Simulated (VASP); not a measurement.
Set up this calculation in VASP 6.6.1, as the native input.

| Quantity | Value |
| --- | --- |
| Task | relaxation of cell and atoms |
| Functional | PBEsol |
| Potentials or basis | VASP PAW PBE potentials, release 64 (Si, F) |
| Cutoff | 600 eV |
| k mesh | 9 × 9 × 9 |
| Occupations | fermi-dirac, width 0.05 eV |
| Spin | no spin polarisation |
| Further INCAR settings | ALGO = Normal; EDIFF = 1e-06; IBRION = 2; EDIFFG = -0.01; NSW = 40; ISIF = 3 |

The structure of SiF lies in POSCAR:

```
SiF
1.0
    3.0286000000      0.0000000000      0.0000000000
    0.0000000000      3.0286000000      0.0000000000
    0.0000000000      0.0000000000      3.0286000000
Si F
1 1
Direct
    0.5000000000      0.5000000000      0.5000000000
    0.0000000000      0.0000000000      0.0000000000
```

The cell was built by a generator and needn't be a form met in nature.

The input as run:

INCAR

```
SYSTEM = SiF
ALGO     = Normal         ! electronic algorithm
EDIFF    = 1E-6           ! SCF threshold, eV
EDIFFG   = -0.01          ! ionic threshold
ENCUT    = 600            ! plane-wave cutoff, eV
GGA      = PS             ! functional
IBRION   = 2              ! ionic algorithm
ISIF     = 3              ! what is computed and relaxed
ISMEAR   = -1             ! smearing method
LASPH    = .True.         ! aspherical terms in the spheres
LCHARG   = .False.        ! write CHGCAR
LREAL    = .False.        ! projectors in reciprocal space
LWAVE    = .False.        ! write WAVECAR
NELM     = 80             ! most SCF steps
NSW      = 40             ! ionic steps
PREC     = Accurate       ! precision mode
SIGMA    = 0.05           ! smearing width, eV
```

KPOINTS

```
k-points
0
Gamma
  9 9 9
  0 0 0
```

Potentials or basis: VASP PAW PBE potentials, release 64 (Si, F).

Run with:

```sh
$ cat potpaw_PBE.64/Si/POTCAR potpaw_PBE.64/F/POTCAR > POTCAR
$ mpirun -np 1 vasp_std > vasp.out
```

It gave:

The relaxed volume is 13.24 Å³/atom, the relaxed cell is a = 2.980 Å, b = 2.980 Å, c = 2.980 Å, α = 90.00°, β = 90.00°, γ = 90.00° and the space group after relaxing (to 0.05 Å) is Pm-3m (No. 221). The energy gained by relaxing is 8.4 meV/atom, the ionic steps are 2 and the pressure after relaxing is -0.1 GPa. The band gap on the k mesh is none (metal or under the smearing width).

Caveat: the PAW data sets were made with another functional, which shifts forces and pressure a little; an odd number of electrons without spin polarisation forces a metal; a magnetic or distorted state may lie lower.

Wall time 4.5 s on 1 thread of Intel(R) Xeon(R) 6975P-C (Granite Rapids), with other jobs on the host, peak memory 0.13 GiB.
